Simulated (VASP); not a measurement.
Calculation: revTPSS meta-GGA, VASP's PBE PAW potentials (set 64) (plane waves; VASP). For the first row: Run with 520 eV cut-off, 13×13×13 Γ-centred mesh, first-order Methfessel-Paxton smearing of 0.10 eV, potentials Al Ni.

```tsv
system	energy (eV/atom)
NiAl (CsCl type)	-4.1727
Al (fcc)	-5.3095
Ni (fcc)	-1.7198
```

The references are the elements' solids at the same level; no temperature or zero-point terms are added.

Problem. What is the formation energy per atom of NiAl?

Solution. The references average (1×(-5.3095) + 1×(-1.7198))/2 = -3.5147 eV, so the formation energy is -4.1727 − (-3.5147) = -0.658 eV/atom.
